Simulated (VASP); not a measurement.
## Sn3GeTe4: relaxation of cell and atoms with PBEsol

Crystal: Sn3GeTe4.

```
Ge Sn Te
1.0
    -6.22803    6.22803    0.00000
    -6.22803    0.00000    6.22803
     0.00000    6.22803    6.22803
Ge Sn Te
2 6 8
Direct
  0.00000 0.00000 0.00000
  0.50000 0.00000 0.00000
  0.00000 0.50000 0.00000
  0.00000 0.00000 0.50000
  0.50000 0.50000 0.00000
  0.50000 0.00000 0.50000
  0.00000 0.50000 0.50000
  0.50000 0.50000 0.50000
  0.75000 0.75000 0.75000
  0.25000 0.75000 0.75000
  0.75000 0.25000 0.75000
  0.75000 0.75000 0.25000
  0.25000 0.25000 0.75000
  0.25000 0.75000 0.25000
  0.75000 0.25000 0.25000
  0.25000 0.25000 0.25000
```

The cell was built by a generator and needn't be a form met in nature.

* Program: VASP 6.6.1
* Task: relaxation of cell and atoms
* Functional: PBEsol
* Potentials or basis: VASP PAW PBE potentials, release 64 (Ge_d, Sn_d, Te)
* Cutoff: 600 eV
* k mesh: 6 × 6 × 6
* Occupations: gaussian, width 0.03 eV
* Spin: no spin polarisation
* Further INCAR settings: ALGO = Normal; EDIFF = 1e-06; IBRION = 2; EDIFFG = -0.01; NSW = 90; ISIF = 3

```json
{
  "Relaxed volume": "29.73 Å³/atom",
  "Relaxed cell": "a = 8.762 Å, b = 8.762 Å, c = 8.762 Å, α = 60.01°, β = 60.00°, γ = 60.00°",
  "Space group after relaxing (to 0.05 Å)": "Cmmm (No. 65)",
  "Energy gained by relaxing": "11.5 meV/atom",
  "Ionic steps": "7",
  "Pressure after relaxing": "0.0 GPa",
  "Largest force after relaxing": "0.007 eV/Å",
  "Band gap on the k mesh": "none (metal or under the smearing width)"
}
```

Forces on the atoms (eV/Å):
```
Ge   0.000  0.000  0.000
Ge   0.000  0.000  0.000
Sn   0.000  0.000  0.000
Sn   0.000  0.000  0.000
Sn   0.000  0.000  0.000
Sn   0.000  0.000  0.000
Sn   0.000  0.000  0.000
Sn   0.000  0.000  0.000
Te   0.000  0.000 -0.001
Te   0.000  0.000 -0.001
Te  -0.005 -0.005  0.000
Te   0.005  0.005  0.000
Te  -0.005 -0.005  0.000
Te   0.005  0.005  0.000
Te   0.000  0.000  0.001
Te   0.000  0.000  0.001
```

Step by step:
```csv
step,energy change (eV),largest force (eV/Å),pressure (GPa),volume (Å³)
1,0.0000,0.5191,-0.56,483.15
2,-0.0803,0.4160,0.12,475.74
3,-0.1115,0.2793,1.03,466.95
4,-0.1595,0.1463,0.65,470.12
5,-0.1825,0.0189,0.19,474.25
6,-0.1826,0.0255,0.17,474.42
7,-0.1838,0.0069,0.03,475.72
```

Final structure:
```
Ge Sn Te
1.0
    -6.19566    6.19566    0.00000
    -6.19615   -0.00049    6.19546
     0.00049    6.19615    6.19546
Ge Sn Te
2 6 8
Cartesian
  0.0000 0.0000 0.0000
  -3.0978 3.0978 0.0000
  -3.0981 -0.0002 3.0977
  0.0002 3.0981 3.0977
  -6.1959 3.0976 3.0977
  -3.0976 6.1959 3.0977
  -3.0978 3.0978 6.1955
  -6.1957 6.1957 6.1955
  -9.2935 9.2935 9.3702
  -6.1957 6.1957 9.3702
  -6.1185 9.3707 6.1955
  -9.3707 6.1185 6.1955
  -3.0206 6.2729 6.1955
  -6.2729 3.0206 6.1955
  -6.1957 6.1957 3.0208
  -3.0978 3.0978 3.0208
```

Levels at points of the mesh, in eV from the Fermi level:
| k point | band 76 | band 77 | band 78 | band 79 | band 80 | band 81 | band 82 | band 83 | band 84 | band 85 |
| --- | --- | --- | --- | --- | --- | --- | --- | --- | --- | --- |
| (0.00, 0.00, 0.00) | -1.67 | -0.26 | -0.23 | -0.01 | 0.00 | 0.00 | 0.02 | 0.18 | 0.20 | 0.28 |
| (0.50, 0.00, 0.00) | -1.96 | -1.94 | -1.94 | -0.92 | -0.92 | 1.54 | 1.54 | 1.55 | 1.55 | 1.65 |
| (0.00, 0.50, 0.00) | -1.99 | -1.94 | -1.94 | -1.15 | -0.69 | 1.43 | 1.44 | 1.59 | 1.67 | 1.67 |
| (0.50, 0.50, 0.00) | -1.19 | -0.92 | -0.92 | -0.74 | -0.74 | 0.76 | 0.76 | 0.86 | 0.86 | 0.90 |
| (0.00, 0.50, 0.50) | -1.19 | -0.93 | -0.93 | -0.86 | -0.61 | 0.65 | 0.75 | 0.77 | 0.93 | 1.05 |

Wall time 100 min on 4 MPI ranks on Intel(R) Xeon(R) Platinum 8488C (Sapphire Rapids), on a shared host, peak memory 2.1 GiB a rank.

Caveat: the PAW data sets were made with another functional, which shifts forces and pressure a little. The run has no spin-orbit coupling, so splittings on Te are missing.
